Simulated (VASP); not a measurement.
VASP input:

KPOINTS:
```
Automatic mesh
0
Gamma
6 6 6
0 0 0
```

INCAR:
```
SYSTEM = GeF2
PREC = Accurate
ENCUT = 520
EDIFF = 1E-6
NELM = 100
ALGO = Normal
LREAL = .FALSE.
LASPH = .TRUE.
ISMEAR = 1
SIGMA = 0.5
GGA = PE
LMAXMIX = 4
LWAVE = .FALSE.
LCHARG = .FALSE.
ISIF = 2
```

### POSCAR
```
GeF2
1
    1.5421380000     0.8903540000     4.6753320000
   -1.5421380000     0.8903540000     4.6753320000
    0.0000000000    -1.7807070000     4.6753320000
Ge F
1 2
Direct
  0.0000000000   0.0000000000   0.0000000000
  0.2520000000   0.2520000000   0.2520000000
  0.7480000000   0.7480000000   0.7480000000
```

POTCAR, in this order: Ge_d F (PBE.64 set). Program: vasp_std.

The resulting files:

### standard output
```
 POSCAR found type information on POSCAR GeF
 POSCAR found :  2 types and       3 ions
 Reading from existing POTCAR
 Reading from existing POTCAR
 LDA part: xc-table for (Slater+PW92), standard interpolation
 POSCAR, INCAR and KPOINTS ok, starting setup
 WAVECAR not read
 entering main loop
       N       E                     dE             d eps       ncg     rms          rms(c)
DAV:   1     0.262481268409E+03    0.26248E+03   -0.15630E+04  1318   0.379E+03
DAV:   2     0.142243739764E+02   -0.24826E+03   -0.23873E+03  1314   0.666E+02
DAV:   3    -0.130861226472E+02   -0.27310E+02   -0.27144E+02  1328   0.163E+02
DAV:   4    -0.138798315887E+02   -0.79371E+00   -0.79006E+00  1334   0.291E+01
DAV:   5    -0.138942281711E+02   -0.14397E-01   -0.14394E-01  1272   0.413E+00    0.716E+00
DAV:   6    -0.126080375975E+02    0.12862E+01   -0.69991E+00  1646   0.332E+01    0.233E+00
DAV:   7    -0.126156099342E+02   -0.75723E-02   -0.24706E-01  1162   0.666E+00    0.138E+00
DAV:   8    -0.126222659690E+02   -0.66560E-02   -0.65195E-02  1212   0.511E+00    0.399E-01
DAV:   9    -0.126199642259E+02    0.23017E-02   -0.10939E-02  1916   0.291E+00    0.918E-02
DAV:  10    -0.126202108472E+02   -0.24662E-03   -0.15328E-03  1232   0.621E-01    0.344E-02
DAV:  11    -0.126202468399E+02   -0.35993E-04   -0.11459E-04  1454   0.240E-01    0.163E-02
DAV:  12    -0.126202451074E+02    0.17326E-05   -0.17195E-05  1418   0.149E-01    0.324E-03
DAV:  13    -0.126202454664E+02   -0.35910E-06   -0.43012E-06  1206   0.219E-02
   1 F= -.12620245E+02 E0= -.12627615E+02  d E =0.221094E-01
```

### OUTCAR
```
------------------------ aborting loop because EDIFF is reached ----------------------------------------
  FORCE on cell =-STRESS in cart. coord.  units (eV):
  Direction    XX          YY          ZZ          XY          YZ          ZX
  --------------------------------------------------------------------------------------
  Total        8.7950968      8.7950944      4.6302795      0.0000000      0.0000003      0.0000000
  in kB      365.8488621    365.8487612    192.6053244      0.0000000      0.0000137      0.0000000
  external PRESSURE =     308.1009825 kB  Pullay stress =       0.0000000 kB
  volume of cell :       38.52
      direct lattice vectors                 reciprocal lattice vectors
     1.542138000  0.890354000  4.675332000     0.324225199  0.187191532  0.071296171
    -1.542138000  0.890354000  4.675332000    -0.324225199  0.187191532  0.071296171
     0.000000000 -1.780707000  4.675332000     0.000000000 -0.374383064  0.071296211
 POSITION                                       TOTAL-FORCE (eV/Angst)
 -----------------------------------------------------------------------------------
      0.00000      0.00000      0.00000         0.000000      0.000000     -0.000000
      0.00000      0.00000      3.53455         0.000000     -0.000000     -1.801818
      0.00000      0.00000     10.49145         0.000000      0.000000      1.801818
 -----------------------------------------------------------------------------------
    total drift:                               -0.000000      0.000000     -0.000000
  FREE ENERGIE OF THE ION-ELECTRON SYSTEM (eV)
  ---------------------------------------------------
  free  energy   TOTEN  =       -12.6202454664 eV

  energy  without entropy=      -12.6423548689  energy(sigma->0) =      -12.62761527
```
(Selected blocks of OUTCAR.)

**Question.** The run ends quietly. Is anything wrong with it?

**Answer.** The cause: Methfessel-Paxton smearing was used on a material with a gap. The run ends without an error. Against the sound run, the energy per atom (σ→0) rises by 0.001 eV/atom; the pressure drops by 0.08 GPa; the largest force falls by 0.010 eV/Å; the band gap stays essentially unchanged. To mend it, set ISMEAR = 0, set SIGMA = 0.05.

The mended run (PBE GGA, plane waves, VASP's PBE PAW potentials (set 64)) converges, and its OSZICAR ends with
```
   1 F= -.12631289E+02 E0= -.12631289E+02  d E =-.115836E-10
```

The structure was generated: GeF2 was put into the CdCl2 type (R-3m), which need not be its known phase. The cell was not relaxed at this level.
